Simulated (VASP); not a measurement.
Output of a VASP run:

OUTCAR:
```
 ion  position               nearest neighbor table
   1  0.000  0.000  0.000-   3 2.82   4 2.82   5 2.82   3 2.82   4 2.82   4 2.82   5 2.82   4 2.82
                             3 2.82   5 2.82   3 2.82   5 2.82   2 3.46   2 3.46   2 3.46   2 3.46
   2  0.500  0.500  0.500-   3 2.00   4 2.00   5 2.00   5 2.00   3 2.00   4 2.00   1 3.46   1 3.46
                             1 3.46   1 3.46   1 3.46   1 3.46   1 3.46   1 3.46
   3  0.500  0.000  0.500-   2 2.00   2 2.00   1 2.82   1 2.82   1 2.82   1 2.82
   4  0.000  0.500  0.500-   2 2.00   2 2.00   1 2.82   1 2.82   1 2.82   1 2.82
   5  0.500  0.500  0.000-   2 2.00   2 2.00   1 2.82   1 2.82   1 2.82   1 2.82
  LATTYP: Found a simple cubic cell.
 ALAT       =     3.9900000000
 Subroutine PRICEL returns:
 Original cell was already a primitive cell.
 Subroutine GETGRP returns: Found 48 space group operations
The static configuration has the point symmetry O_h .
The dynamic configuration has the point symmetry O_h .
 Subroutine INISYM returns: Found 48 space group operations
 Subroutine IBZKPT returns following result:
 Found     10 irreducible k-points:

 Following reciprocal coordinates:
            Coordinates               Weight
  0.000000  0.000000  0.000000      1.000000
  0.200000  0.000000  0.000000      6.000000
  0.400000  0.000000  0.000000      6.000000
  0.200000  0.200000  0.000000     12.000000
  0.400000  0.200000  0.000000     24.000000
  0.400000  0.400000  0.000000     12.000000
  0.200000  0.200000  0.200000      8.000000
  0.400000  0.200000  0.200000     24.000000
  0.400000  0.400000  0.200000     24.000000
  0.400000  0.400000  0.400000      8.000000
   k-points           NKPTS =     10   k-points in BZ     NKDIM =     10   number of bands    NBANDS=     20
   number of dos      NEDOS =    301   number of ions     NIONS =      5
   total plane-waves  NPLWV =  27000
   dimension x,y,z NGX =    30 NGY =   30 NGZ =   30
   dimension x,y,z NGXF=    60 NGYF=   60 NGZF=   60
   ions per type =               1   1   3
   PREC   = accura    normal or accurate (medium, high low for compatibility)
   ISTART =      0    job   : 0-new  1-cont  2-samecut
   ICHARG =      2    charge: 1-file 2-atom 10-const
   ISPIN  =      1    spin polarized calculation?
   LNONCOLLINEAR =      F non collinear calculations
   LSORBIT =      F    spin-orbit coupling
   INIWAV =      1    electr: 0-lowe 1-rand  2-diag
   ENCUT  =  520.0 eV  38.22 Ry    6.18 a.u.   7.42  7.42  7.42*2*pi/ulx,y,z
   NELM   =    100;   NELMIN=  2; NELMDL= -5     # of ELM steps
   EDIFF  = 0.1E-05   stopping-criterion for ELM
   LREAL  =      F    real-space projection
   NLSPLINE    = F    spline interpolate recip. space projectors
   LMAXMIX     =    2 max onsite mixed and CHGCAR
   VOSKOWN=      0    Vosko Wilk Nusair interpolation
   EDIFFG = -.2E-01   stopping-criterion for IOM
   NSW    =     60    number of steps for IOM
   NBLOCK =      1;   KBLOCK =     60    inner block; outer block
   IBRION =      2    ionic relax: 0-MD 1-quasi-New 2-CG
   NFREE  =      1    steps in history (QN), initial steepest desc. (CG)
   ISIF   =      3    stress and relaxation
   ISYM   =      2    0-nonsym 1-usesym 2-fastsym
   TEIN   =    0.0    initial temperature
   TEBEG  =    0.0;   TEEND  =   0.0 temperature during run
   SMASS  =  -3.00    Nose mass-parameter (am)
   PSTRESS=    0.0 pullay stress
   NELECT =      32.0000    total number of electrons
   EFERMI =   0.00;   METHOD = LEGACY
   ISMEAR =     0;   SIGMA  =   0.05  broadening in eV -4-tet -1-fermi 0-gaus
   IALGO  =     38    algorithm
   LDIAG  =      T    sub-space diagonalisation (order eigenvalues)
   IMIX   =      4    mixing-type and parameters
     AMIX     =   0.40;   BMIX     =  1.00
     AMIX_MAG =   1.60;   BMIX_MAG =  1.00
     AMIN     =   0.10
   GGA     = CX    functional components
   VOSKOWN =     0    Vosko Wilk Nusair interpolation
   LHFCALC =     F    Hartree Fock is set to
   LHFONE  =     F    Hartree Fock one center treatment
   AEXX    =    0.0000 exact exchange contribution
   LUSE_VDW   =     T    switch on vdW DFT
   IVDW    =     0    specifies the selected vdW correction
   LEPSILON=     F    determine dielectric tensor
   LRPA    =     F    only Hartree local field effects (RPA)
...
```

OSZICAR:
```
       N       E                     dE             d eps       ncg     rms          rms(c)
DAV:   1     0.253132374268E+03    0.25313E+03   -0.17949E+04   400   0.157E+03
DAV:   2    -0.663888860148E+01   -0.25977E+03   -0.25393E+03   520   0.391E+02
DAV:   3    -0.169002819968E+02   -0.10261E+02   -0.10237E+02   476   0.767E+01
DAV:   4    -0.173164452719E+02   -0.41616E+00   -0.41517E+00   704   0.117E+01
DAV:   5    -0.173176939219E+02   -0.12487E-02   -0.12486E-02   468   0.647E-01    0.858E+00
DAV:   6    -0.153243403511E+02    0.19934E+01   -0.85440E+00   440   0.218E+01    0.386E+00
DAV:   7    -0.153253593164E+02   -0.10190E-02   -0.23898E-01   540   0.338E+00    0.243E+00
DAV:   8    -0.153395767592E+02   -0.14217E-01   -0.82285E-02   456   0.306E+00    0.293E-01
DAV:   9    -0.153403943201E+02   -0.81756E-03   -0.16596E-02   492   0.964E-01    0.144E-01
DAV:  10    -0.153407774852E+02   -0.38317E-03   -0.13636E-03   544   0.300E-01    0.102E-01
DAV:  11    -0.153409144136E+02   -0.13693E-03   -0.59496E-04   460   0.193E-01    0.817E-02
DAV:  12    -0.153408665169E+02    0.47897E-04   -0.25644E-04   460   0.116E-01    0.543E-03
DAV:  13    -0.153408671079E+02   -0.59100E-06   -0.23866E-06   392   0.136E-02
   1 F= -.15340867E+02 E0= -.15340867E+02  d E =-.153409E+02
       N       E                     dE             d eps       ncg     rms          rms(c)
DAV:   1    -0.153740188834E+02   -0.33152E-01   -0.62306E-01   428   0.744E+00    0.139E+00
DAV:   2    -0.153446064517E+02    0.29412E-01   -0.13553E-01   420   0.294E+00    0.262E-01
DAV:   3    -0.153430811513E+02    0.15253E-02   -0.27875E-03   584   0.451E-01    0.157E-01
DAV:   4    -0.153427802598E+02    0.30089E-03   -0.11043E-03   688   0.201E-01    0.123E-01
DAV:   5    -0.153428086199E+02   -0.28360E-04   -0.11919E-04   624   0.776E-02    0.201E-02
DAV:   6    -0.153428021037E+02    0.65162E-05   -0.40397E-05   616   0.510E-02    0.897E-03
DAV:   7    -0.153428016972E+02    0.40647E-06   -0.35420E-06   476   0.104E-02
   2 F= -.15342802E+02 E0= -.15342802E+02  d E =-.193459E-02
```

**OUTCAR**
```
------------------------ aborting loop because EDIFF is reached ----------------------------------------
  FORCE on cell =-STRESS in cart. coord.  units (eV):
  Direction    XX          YY          ZZ          XY          YZ          ZX
  --------------------------------------------------------------------------------------
  Total        0.0463248      0.0463248      0.0463248     -0.0000000     -0.0000000      0.0000000
  in kB        1.1568543      1.1568543      1.1568543     -0.0000000     -0.0000000      0.0000000
  external PRESSURE =       1.1568543 kB  Pullay stress =       0.0000000 kB
  volume of cell :       64.16
      direct lattice vectors                 reciprocal lattice vectors
     4.003272718  0.000000000  0.000000000     0.249795622  0.000000000  0.000000000
    -0.000000000  4.003272718  0.000000000    -0.000000000  0.249795622  0.000000000
    -0.000000000 -0.000000000  4.003272718    -0.000000000 -0.000000000  0.249795622
 POSITION                                       TOTAL-FORCE (eV/Angst)
 -----------------------------------------------------------------------------------
      0.00000      0.00000      0.00000         0.000000      0.000000      0.000000
      2.00164      2.00164      2.00164         0.000000      0.000000      0.000000
      2.00164     -0.00000      2.00164         0.000000     -0.000000      0.000000
     -0.00000      2.00164      2.00164        -0.000000     -0.000000      0.000000
      2.00164      2.00164      0.00000         0.000000      0.000000      0.000000
 -----------------------------------------------------------------------------------
    total drift:                                0.000000      0.000000     -0.000000
  FREE ENERGIE OF THE ION-ELECTRON SYSTEM (eV)
  ---------------------------------------------------
  free  energy   TOTEN  =       -15.3428016972 eV

  energy  without entropy=      -15.3428016972  energy(sigma->0) =      -15.34280170

 reached required accuracy - stopping structural energy minimisation
```
(Selected blocks of OUTCAR.)

POSCAR:
```
KMgF3
1
    3.9900000000     0.0000000000     0.0000000000
    0.0000000000     3.9900000000     0.0000000000
    0.0000000000     0.0000000000     3.9900000000
K Mg F
1 1 3
Direct
  0.0000000000   0.0000000000   0.0000000000
  0.5000000000   0.5000000000   0.5000000000
  0.5000000000   0.0000000000   0.5000000000
  0.0000000000   0.5000000000   0.5000000000
  0.5000000000   0.5000000000   0.0000000000
```

### Question
Reconstruct the remaining input files.

### Answer
One answer among several that fit: the input of the run itself, vdW-DF-cx, plane waves, VASP's PBE PAW potentials (set 64).

INCAR:
```
# general
SYSTEM   = KMgF3
PREC     = Accurate
ENCUT    = 520
LREAL    = .FALSE.
LASPH    = .TRUE.

# electronic loop
EDIFF    = 1E-6
NELM     = 100
ALGO     = Normal

# smearing
ISMEAR   = 0
SIGMA    = 0.05

# functional
GGA      = CX
LUSE_VDW = .TRUE.
AGGAC    = 0.0

# ions
IBRION   = 2
NSW      = 60
ISIF     = 3
EDIFFG   = -0.02

# output
LWAVE    = .FALSE.
LCHARG   = .FALSE.
```

File KPOINTS:
```
Automatic mesh
0
Gamma
5 5 5
0 0 0
```

POTCAR, in this order: K_sv Mg F (PBE.64 set). Program: vasp_std.

The compound is KMgF3 in the cubic perovskite structure. This run relaxes it. Symmetry was kept, so distortions that lower it aren't found. The start is the result of an earlier pass.
